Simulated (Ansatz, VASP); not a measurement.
# ZrB2 in two plane-wave programs

One calculation is typed for both programs; each brings its own data sets. How far apart do they land? The cell is taken from a series of runs on this material, whose earlier steps may have relaxed, scaled, displaced or heated it; both programs get it as it stands.

Calculated with Ansatz 0.2.0; plane waves, with VASP 6.6.1 beside it; zone-centre phonons at LDA.

## Step 1: The structure

Symmetry: P6/mmm, No. 191, hexagonal system. Conventional cell: a = 3.134 Å, b = 3.134 Å, c = 3.501 Å, α = 90.00°, β = 90.00°, γ = 120.00°. Nearest to Zr lie 12 B at 2.52 Å. B has 3 B at 1.81 Å and 6 Zr at 2.52 Å nearest. Farther neighbours are not listed.

Coordinates:

```cif
data_structure
_symmetry_space_group_name_H-M 'P 1'
_symmetry_Int_Tables_number 1
_cell_length_a 3.1335
_cell_length_b 3.1335
_cell_length_c 3.5013
_cell_angle_alpha 90.000
_cell_angle_beta 90.000
_cell_angle_gamma 120.000
_cell_volume 29.77
loop_
_atom_site_label
_atom_site_type_symbol
_atom_site_fract_x
_atom_site_fract_y
_atom_site_fract_z
_atom_site_occupancy
Zr1 Zr 0.00000 0.00000 0.00000 1
B2 B 0.33333 0.66667 0.50000 1
B3 B 0.66667 0.33333 0.50000 1
```

## Step 2: VASP: zone-centre phonons, LDA

Second derivatives magnify differences that forces hide, and they need a tight electronic threshold.

Lines of VASP's logs that name or quote its potential files are left out, and so is its time.

INCAR reads:

```
SYSTEM = ZrB2
PREC = Accurate
ENCUT = 500
EDIFF = 1E-08
NELM = 120
ISMEAR = 0
SIGMA = 0.1
LREAL = .FALSE.
ALGO = Normal
GGA = CA
NBANDS = 15
LASPH = .TRUE.
LORBIT = 11
LWAVE = .FALSE.
LCHARG = .FALSE.
ISIF = 2
IBRION = 8
GGA_COMPAT = .FALSE.
KPAR = 2
```

POSCAR reads:

```
ZrB2
1.0
    3.1335316287      0.0000000000      0.0000000000
   -1.5667658144      2.7137179940      0.0000000000
    0.0000000000      0.0000000000      3.5012773775
Zr B
1 2
Direct
    0.0000000000      0.0000000000      0.0000000000
    0.3333333333      0.6666666667      0.5000000000
    0.6666666667      0.3333333333      0.5000000000
```

KPOINTS reads:

```
Automatic mesh
0
Gamma
10 10 6
0 0 0
```

Potentials, in the order of the species: Zr_sv and B (LDA family, release 64).

Launch:

```console
mpirun -np 2 vasp_std
```

Numbers of over 12 decimals in the logs are rounded to 6 here.

Log:

```text
[banner, memory and clock lines left out]
running    2 mpi-ranks, on    1 nodes
 distrk:  each k-point on    1 cores,    2 groups
 distr:  one band on    1 cores,    1 groups

 POSCAR found type information on POSCAR ZrB
 POSCAR found :  2 types and       3 ions
 LDA part: xc-table for (Slater(with rela. corr.)+CA(PZ))
 , standard interpolation
 POSCAR, INCAR and KPOINTS ok, starting setup
 FFT: planning ... GRIDC
 FFT: planning ... GRID_SOFT
 FFT: planning ... GRID
 WAVECAR not read
 entering main loop
       N       E                     dE             d eps       ncg     rms          rms(c)
DAV:   1     0.101057653611E+03    0.10106E+03   -0.95524E+03  1680   0.117E+03
DAV:   2    -0.262285243921E+02   -0.12729E+03   -0.12266E+03  2149   0.304E+02
DAV:   3    -0.302609623658E+02   -0.40324E+01   -0.40157E+01  2680   0.473E+01
DAV:   4    -0.303349980059E+02   -0.74036E-01   -0.74008E-01  1997   0.551E+00
DAV:   5    -0.303370560747E+02   -0.20581E-02   -0.20581E-02  2574   0.631E-01    0.230E+01
DAV:   6    -0.275313856233E+02    0.28057E+01   -0.66413E+00  2075   0.178E+01    0.933E+00
DAV:   7    -0.274855774608E+02    0.45808E-01   -0.75021E-01  2453   0.541E+00    0.350E+00
DAV:   8    -0.274857708189E+02   -0.19336E-03   -0.10822E-01  2047   0.286E+00    0.497E-01
DAV:   9    -0.274814085666E+02    0.43623E-02   -0.20909E-02  2132   0.115E+00    0.166E-01
DAV:  10    -0.274811781072E+02    0.23046E-03   -0.11258E-03  1983   0.315E-01    0.477E-02
DAV:  11    -0.274811762472E+02    0.18601E-05   -0.63575E-05  2369   0.738E-02    0.139E-02
DAV:  12    -0.274811742751E+02    0.19721E-05   -0.43448E-06  2221   0.146E-02    0.485E-03
DAV:  13    -0.274811741426E+02    0.13246E-06   -0.62098E-07  2479   0.654E-03    0.182E-03
DAV:  14    -0.274811741386E+02    0.40457E-08   -0.40710E-08  1869   0.205E-03
   1 F= -.27481174E+02 E0= -.27480548E+02  d E =-.125204E-02
 Linear response reoptimize wavefunctions to high precision
DAV:   1    -0.274811741379E+02    0.65666E-09   -0.23963E-09  1695   0.417E-04
DAV:   2    -0.274811741379E+02   -0.18645E-10   -0.21040E-10   987   0.127E-04
 Linear response DOF=           4
 Linear response progress:
  Degree of freedom:   1/  4
       N       E                     dE             d eps       ncg     rms          rms(c)
RMM:   1    -0.666909936487E+00   -0.66691E+00    0.30194E+00  4351   0.150E+01
RMM:   2    -0.610696576196E+00    0.56213E-01   -0.18076E-01  5907   0.278E+00    0.166E-01
RMM:   3    -0.612172175409E+00   -0.14756E-02   -0.31884E-02  6814   0.830E-01    0.509E-02
RMM:   4    -0.613742797213E+00   -0.15706E-02   -0.55916E-03  8478   0.285E-01    0.331E-02
RMM:   5    -0.614113681976E+00   -0.37088E-03   -0.72708E-04  8380   0.105E-01    0.155E-02
RMM:   6    -0.614103094480E+00    0.10587E-04   -0.12686E-04  8522   0.463E-02    0.157E-03
RMM:   7    -0.614078967637E+00    0.24127E-04   -0.32660E-05  8643   0.209E-02    0.227E-03
RMM:   8    -0.614080978932E+00   -0.20113E-05   -0.16342E-05  8727   0.114E-02    0.908E-04
RMM:   9    -0.614087071949E+00   -0.60930E-05   -0.72566E-06  8632   0.698E-03    0.314E-04
RMM:  10    -0.614086894604E+00    0.17735E-06   -0.48000E-06  8912   0.444E-03    0.577E-05
RMM:  11    -0.614087360882E+00   -0.46628E-06   -0.24764E-06  9057   0.315E-03    0.155E-04
RMM:  12    -0.614082308054E+00    0.50528E-05   -0.15438E-06  8563   0.248E-03    0.278E-04
RMM:  13    -0.614089140410E+00   -0.68324E-05   -0.11229E-06  7680   0.208E-03    0.998E-05
RMM:  14    -0.614090620827E+00   -0.14804E-05   -0.80292E-07  8990   0.153E-03    0.697E-05
RMM:  15    -0.614091726242E+00   -0.11054E-05   -0.55483E-07  9178   0.121E-03    0.667E-05
RMM:  16    -0.614091524914E+00    0.20133E-06   -0.45264E-07  8893   0.988E-04    0.903E-05
RMM:  17    -0.614090868089E+00    0.65682E-06   -0.25948E-07  8244   0.842E-04    0.123E-04
RMM:  18    -0.614090855442E+00    0.12647E-07   -0.16973E-07  9325   0.705E-04    0.137E-04
RMM:  19    -0.614090868590E+00   -0.13148E-07   -0.11031E-07  8969   0.601E-04    0.148E-04
RMM:  20    -0.614091101119E+00   -0.23253E-06   -0.65647E-08  8019   0.524E-04    0.155E-04
RMM:  21    -0.614091448133E+00   -0.34701E-06    0.37184E-09  8225   0.468E-04    0.145E-04
 first order change of Fermi-energy   0.24780E-03
 force on displaced ion       1 direction 1 : -14.038  -0.000   0.000
 Linear response progress:
  Degree of freedom:   2/  4
       N       E                     dE             d eps       ncg     rms          rms(c)
RMM:   1    -0.744169083808E+00   -0.74417E+00    0.27102E+00  1971   0.148E+01
RMM:   2    -0.688140954376E+00    0.56028E-01   -0.15367E-01  2624   0.262E+00    0.190E-01
RMM:   3    -0.691608052311E+00   -0.34671E-02   -0.35643E-02  2964   0.770E-01    0.596E-02
RMM:   4    -0.693952119896E+00   -0.23441E-02   -0.67954E-03  3439   0.273E-01    0.402E-02
RMM:   5    -0.694169211171E+00   -0.21709E-03   -0.82397E-04  3500   0.982E-02    0.219E-02
RMM:   6    -0.694056733830E+00    0.11248E-03   -0.11820E-04  3604   0.465E-02    0.317E-03
RMM:   7    -0.694100922710E+00   -0.44189E-04    0.41739E-05  3503   0.196E-02    0.324E-03
RMM:   8    -0.694091934302E+00    0.89884E-05    0.88486E-06  3619   0.106E-02    0.890E-04
RMM:   9    -0.694093980318E+00   -0.20460E-05    0.13144E-05  3881   0.616E-03    0.643E-04
RMM:  10    -0.694099359255E+00   -0.53789E-05    0.30571E-06  3698   0.453E-03    0.357E-04
RMM:  11    -0.694097813149E+00    0.15461E-05    0.11101E-05  3607   0.317E-03    0.502E-05
RMM:  12    -0.694099389690E+00   -0.15765E-05    0.38599E-06  3911   0.231E-03    0.143E-04
RMM:  13    -0.694098343114E+00    0.10466E-05    0.83312E-06  3843   0.173E-03    0.166E-04
RMM:  14    -0.694100610006E+00   -0.22669E-05    0.13723E-06  3569   0.145E-03    0.586E-05
RMM:  15    -0.694100630684E+00   -0.20678E-07    0.58878E-06  3942   0.112E-03    0.591E-05
RMM:  16    -0.694101068851E+00   -0.43817E-06    0.14661E-06  3936   0.888E-04    0.716E-05
RMM:  17    -0.694100672576E+00    0.39628E-06    0.38677E-06  3897   0.728E-04    0.858E-05
RMM:  18    -0.694101392386E+00   -0.71981E-06    0.10007E-06  3603   0.613E-04    0.866E-05
RMM:  19    -0.694100910883E+00    0.48150E-06    0.25866E-06  3421   0.512E-04    0.104E-04
RMM:  20    -0.694100950099E+00   -0.39215E-07    0.72435E-07  3562   0.428E-04    0.115E-04
RMM:  21    -0.694100868375E+00    0.81724E-07    0.17074E-06  3644   0.358E-04    0.119E-04
RMM:  22    -0.694101071646E+00   -0.20327E-06    0.50161E-07  3485   0.306E-04    0.121E-04
 first order change of Fermi-energy   0.32188E-03
 force on displaced ion       1 direction 3 :  -0.000  -0.000 -14.832
 Linear response progress:
  Degree of freedom:   3/  4
       N       E                     dE             d eps       ncg     rms          rms(c)
RMM:   1    -0.485793953857E-01   -0.48579E-01   -0.22951E-02 15058   0.106E+00
RMM:   2    -0.435304087391E-01    0.50490E-02   -0.22464E-03 12140   0.252E-01    0.150E-01
RMM:   3    -0.434441012399E-01    0.86307E-04   -0.73212E-04 11406   0.130E-01    0.748E-02
RMM:   4    -0.439350374409E-01   -0.49094E-03   -0.47181E-04 11120   0.103E-01    0.841E-03
RMM:   5    -0.439391892040E-01   -0.41518E-05   -0.51917E-05 13382   0.281E-02    0.235E-03
RMM:   6    -0.439405861485E-01   -0.13969E-05   -0.10720E-05 14095   0.976E-03    0.124E-03
RMM:   7    -0.439367587430E-01    0.38274E-05   -0.20414E-06 14043   0.453E-03    0.292E-04
RMM:   8    -0.439387030335E-01   -0.19443E-05   -0.27413E-07 14691   0.204E-03    0.154E-04
RMM:   9    -0.439381684821E-01    0.53455E-06    0.30584E-07 14971   0.908E-04    0.306E-05
RMM:  10    -0.439382736004E-01   -0.10512E-06   -0.24008E-07 14719   0.427E-04    0.248E-05
RMM:  11    -0.439381631291E-01    0.11047E-06    0.20528E-09 14793   0.208E-04    0.864E-06
RMM:  12    -0.439381392100E-01    0.23919E-07   -0.11708E-07 15202   0.102E-04    0.452E-06
RMM:  13    -0.439381246163E-01    0.14594E-07   -0.76771E-08 14778   0.508E-05    0.483E-06
RMM:  14    -0.439381227870E-01    0.18293E-08   -0.42539E-08 14301   0.256E-05    0.304E-06
 first order change of Fermi-energy   0.47852E-04
 force on displaced ion       2 direction 1 : -16.362   0.001   0.000
 Linear response progress:
  Degree of freedom:   4/  4
       N       E                     dE             d eps       ncg     rms          rms(c)
RMM:   1    -0.478523584916E-01   -0.47852E-01   -0.22778E-04  5067   0.112E+00
RMM:   2    -0.453126201427E-01    0.25397E-02   -0.18833E-03  4025   0.248E-01    0.126E-01
RMM:   3    -0.452096460858E-01    0.10297E-03   -0.97807E-04  3884   0.150E-01    0.582E-02
RMM:   4    -0.456161491846E-01   -0.40650E-03   -0.37547E-04  4020   0.946E-02    0.125E-02
RMM:   5    -0.456912012364E-01   -0.75052E-04   -0.53311E-05  4476   0.343E-02    0.396E-03
RMM:   6    -0.457014462136E-01   -0.10245E-04   -0.12221E-05  4629   0.129E-02    0.804E-04
RMM:   7    -0.456948186025E-01    0.66276E-05   -0.24689E-06  4801   0.549E-03    0.268E-04
RMM:   8    -0.456955684672E-01   -0.74986E-06   -0.14517E-06  4740   0.258E-03    0.128E-04
RMM:   9    -0.456946007621E-01    0.96771E-06   -0.12463E-06  4745   0.129E-03    0.831E-05
RMM:  10    -0.456949931088E-01   -0.39235E-06   -0.64454E-07  4799   0.673E-04    0.605E-06
RMM:  11    -0.456950104349E-01   -0.17326E-07   -0.42056E-07  5100   0.321E-04    0.983E-06
RMM:  12    -0.456949960676E-01    0.14367E-07   -0.21557E-07  4981   0.157E-04    0.461E-06
RMM:  13    -0.456949813093E-01    0.14758E-07   -0.11146E-07  4960   0.809E-05    0.247E-06
RMM:  14    -0.456949924793E-01   -0.11170E-07   -0.58533E-08  4905   0.423E-05    0.216E-06
RMM:  15    -0.456949910138E-01    0.14655E-08   -0.24155E-08  4702   0.225E-05    0.155E-06
 first order change of Fermi-energy  -0.15689E-03
 force on displaced ion       2 direction 3 :   0.000   0.000 -10.184
 Linear response finished
```

Parts of OUTCAR (step 2):

```text
ion  position               nearest neighbor table
   1  0.000  0.000  0.000-   2 2.52   3 2.52   2 2.52   3 2.52   3 2.52   3 2.52   2 2.52   2 2.52
                             3 2.52   3 2.52   2 2.52   2 2.52
   2  0.333  0.667  0.500-   3 1.81   3 1.81   3 1.81   1 2.52   1 2.52   1 2.52   1 2.52   1 2.52
                             1 2.52
   3  0.667  0.333  0.500-   2 1.81   2 1.81   2 1.81   1 2.52   1 2.52   1 2.52   1 2.52   1 2.52
                             1 2.52

  LATTYP: Found a hexagonal cell.
 ALAT       =     3.1335316287
 C/A-ratio  =     1.1173582374

 Subroutine GETGRP returns: Found 24 space group operations
 (whereof 24 operations were pure point group operations)

The static configuration has the point symmetry D_6h.

 Found     56 irreducible k-points:

   k-points           NKPTS =     56   k-points in BZ     NKDIM =     56   number of bands    NBANDS=     15

   dimension x,y,z NGX =    24 NGY =   24 NGZ =   28
   dimension x,y,z NGXF=    48 NGYF=   48 NGZF=   56

   ENCUT  =  500.0 eV  36.75 Ry    6.06 a.u.   5.71  5.71  6.38*2*pi/ulx,y,z

   NELECT =      18.0000    total number of electrons

 k-points in reciprocal lattice and weights: Automatic mesh
   0.00000000  0.00000000  0.00000000       0.002
   0.10000000  0.00000000  0.00000000       0.010
   0.20000000  0.00000000  0.00000000       0.010
   0.30000000  0.00000000  0.00000000       0.010
   0.40000000  0.00000000  0.00000000       0.010
   0.50000000  0.00000000  0.00000000       0.005
   0.10000000  0.10000000  0.00000000       0.010
   0.20000000  0.10000000  0.00000000       0.020
   0.30000000  0.10000000  0.00000000       0.020
[...]
0.40000000  0.20000000  0.50000000       0.010
   0.30000000  0.30000000  0.50000000       0.010

 average (electrostatic) potential at core
       1 -72.0352       2 -26.7590       3 -26.7590

  Total       -0.0107557     -0.0107557     -0.2412025      0.0000000      0.0000000      0.0000000
  in kB       -0.5787965     -0.5787965    -12.9797711      0.0000000      0.0000000      0.0000000
  external PRESSURE =      -4.7124547 kB  Pullay stress =       0.0000000 kB

  energy-cutoff  :      500.00
  volume of cell :       29.77
      direct lattice vectors                 reciprocal lattice vectors
     3.133531629  0.000000000  0.000000000     0.319128740  0.184249064  0.000000000
    -1.566765814  2.713717994  0.000000000     0.000000000  0.368498128  0.000000000
     0.000000000  0.000000000  3.501277378     0.000000000  0.000000000  0.285610048

 POSITION                                       TOTAL-FORCE (eV/Angst)
 -----------------------------------------------------------------------------------
      0.00000      0.00000      0.00000        -0.000000      0.000000      0.000000
     -0.00000      1.80915      1.75064         0.000000      0.000000      0.000000
      1.56677      0.90457      1.75064        -0.000000      0.000000      0.000000
 -----------------------------------------------------------------------------------
    total drift:                               -0.000000      0.000000     -0.000000

 Eigenvectors and eigenvalues of the dynamical matrix
 ----------------------------------------------------

   1 f  =   24.114023 THz   151.512873 2PiTHz  804.357215 cm-1    99.727540 meV
             X         Y         Z           dx          dy          dz
      0.000000  0.000000  0.000000     0.000000    0.000000   -0.000000
     -0.000000  1.809145  1.750639     0.571998   -0.415714   -0.000000
      1.566766  0.904573  1.750639    -0.571998    0.415714   -0.000000

   2 f  =   24.114023 THz   151.512873 2PiTHz  804.357215 cm-1    99.727540 meV
             X         Y         Z           dx          dy          dz
      0.000000  0.000000  0.000000     0.000000   -0.000000   -0.000000
     -0.000000  1.809145  1.750639     0.415714    0.571998    0.000000
      1.566766  0.904573  1.750639    -0.415714   -0.571998   -0.000000

   3 f  =   17.123085 THz   107.587515 2PiTHz  571.164632 cm-1    70.815357 meV
             X         Y         Z           dx          dy          dz
      0.000000  0.000000  0.000000    -0.000000   -0.000000    0.000000
     -0.000000  1.809145  1.750639     0.000000    0.000000   -0.707107
      1.566766  0.904573  1.750639     0.000000    0.000000    0.707107

   4 f  =   14.387269 THz    90.397878 2PiTHz  479.907640 cm-1    59.500937 meV
             X         Y         Z           dx          dy          dz
      0.000000  0.000000  0.000000    -0.000000   -0.000000    0.438146
     -0.000000  1.809145  1.750639     0.000000    0.000000   -0.635621
      1.566766  0.904573  1.750639     0.000000    0.000000   -0.635621

   5 f  =   13.996691 THz    87.943804 2PiTHz  466.879361 cm-1    57.885637 meV
             X         Y         Z           dx          dy          dz
      0.000000  0.000000  0.000000     0.354437   -0.257592    0.000000
     -0.000000  1.809145  1.750639    -0.514171    0.373682   -0.000000
      1.566766  0.904573  1.750639    -0.514171    0.373682   -0.000000

   6 f  =   13.996691 THz    87.943804 2PiTHz  466.879361 cm-1    57.885637 meV
             X         Y         Z           dx          dy          dz
      0.000000  0.000000  0.000000    -0.257592   -0.354437   -0.000000
     -0.000000  1.809145  1.750639     0.373682    0.514171    0.000000
      1.566766  0.904573  1.750639     0.373682    0.514171    0.000000

   7 f/i=    0.006628 THz     0.041643 2PiTHz    0.221075 cm-1     0.027410 meV
             X         Y         Z           dx          dy          dz
      0.000000  0.000000  0.000000     0.879763    0.184495    0.000000
     -0.000000  1.809145  1.750639     0.303226    0.063589    0.000000
      1.566766  0.904573  1.750639     0.303226    0.063589    0.000000

   8 f/i=    0.006628 THz     0.041643 2PiTHz    0.221075 cm-1     0.027410 meV
             X         Y         Z           dx          dy          dz
      0.000000  0.000000  0.000000     0.184495   -0.879763    0.000000
     -0.000000  1.809145  1.750639     0.063589   -0.303226    0.000000
      1.566766  0.904573  1.750639     0.063589   -0.303226    0.000000

   9 f/i=    0.006676 THz     0.041949 2PiTHz    0.222699 cm-1     0.027611 meV
             X         Y         Z           dx          dy          dz
      0.000000  0.000000  0.000000    -0.000000    0.000000    0.898904
     -0.000000  1.809145  1.750639    -0.000000    0.000000    0.309816
      1.566766  0.904573  1.750639    -0.000000    0.000000    0.309816

 ELASTIC MODULI CONTR FROM IONIC RELAXATION (kBar)
 Direction    XX          YY          ZZ          XY          YZ          ZX
 --------------------------------------------------------------------------------
 XX         -21.3416     21.3416     -0.0000      0.0000     -0.0000      0.0000
 YY          21.3416    -21.3416      0.0000      0.0000      0.0000     -0.0000
 ZZ          -0.0000      0.0000     -0.0000      0.0000      0.0000     -0.0000
 XY           0.0000      0.0000      0.0000    -21.3416     -0.0000      0.0000
 YZ          -0.0000      0.0000      0.0000     -0.0000     -0.0000      0.0000
 ZX           0.0000     -0.0000     -0.0000      0.0000      0.0000     -0.0000
 --------------------------------------------------------------------------------
```

(Continued in part 2 of 2.)

[Lines on the potential files, build, host, timing and source positions are cut from VASP's logs without a mark.]

[Logs are printed without paths, hosts, clocks, repeated set-up lines and the standing remarks that a program may print on its own settings, such as how far it seeks lower states.]

[Hosts, paths, dates, database ids (printed as entryN), source tags and the programs' standing remarks are cut or masked in the printed files.]
